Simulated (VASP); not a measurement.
These are PBEsol GGA, VASP's PBE PAW potentials (set 64) (plane waves; VASP 6.6.1) values and carry that method's errors.

The input files of a VASP run:

### INCAR
```
! general
SYSTEM =PbO
PREC   =Accurate
ENCUT  =520
LREAL  =.False.
LASPH  =.True.

! electronic loop
EDIFF  =1E-6
NELM   =100
ALGO   =Normal
LMAXMIX=4

! smearing
ISMEAR =1
SIGMA  =0.1

! functional
GGA    =PS

! ions
IBRION =2
NSW    =60
ISIF   =3
EDIFFG =-0.02

! output
LWAVE  =.False.
LCHARG =.False.
```

### POSCAR
```
PbO
1
    3.5435496005    -0.0000000000     0.0000000000
   -1.7717748003     3.0688042619    -0.0000000000
   -0.0000000000     0.0000000000     6.4214973933
Pb O
2 2
Direct
  0.0000000000   1.0000000000   0.0000000000
  0.0000000000   0.0000000000   0.5000000000
  0.3333330000   0.6666670000   0.2500000000
  0.6666670000   0.3333330000   0.7500000000
```

### KPOINTS
```
Automatic mesh
0
Gamma
9 9 5
0 0 0
```

POTCAR, in this order: Pb_d O (PBE.64 set). Program: vasp_std.

Unless said otherwise, spin-orbit coupling is left out, though it shifts the bands of the heavy elements here.

Task: Estimate the energy per atom (σ→0), band gap (on the k-mesh).

Result: 
energy per atom (σ→0): -5.460 eV/atom
band gap (on the k-mesh): none (metal, semimetal or under 0.01 eV)

OSZICAR:
```
...
DAV:   8    -0.218970907771E+02   -0.24305E-01   -0.11852E+00  1888   0.767E+00    0.216E+00
DAV:   9    -0.218363852467E+02    0.60706E-01   -0.25718E-01  2216   0.386E+00    0.279E-01
DAV:  10    -0.218384756547E+02   -0.20904E-02   -0.19801E-02  2112   0.890E-01    0.830E-02
DAV:  11    -0.218385850081E+02   -0.10935E-03   -0.64291E-04  2504   0.236E-01    0.425E-02
DAV:  12    -0.218385890601E+02   -0.40520E-05   -0.98162E-05  2592   0.946E-02    0.278E-02
DAV:  13    -0.218385734685E+02    0.15592E-04   -0.62684E-05  2216   0.795E-02    0.198E-03
DAV:  14    -0.218385737222E+02   -0.25364E-06   -0.56329E-06  1984   0.158E-02
   1 F= -.21838574E+02 E0= -.21838500E+02  d E =-.218386E+02
```

The structure was generated: PbO was put into the NiAs type type (P6_3/mmc), which need not be its known phase. It was relaxed first, which changed the volume by +50 %. The start is the result of an earlier pass.
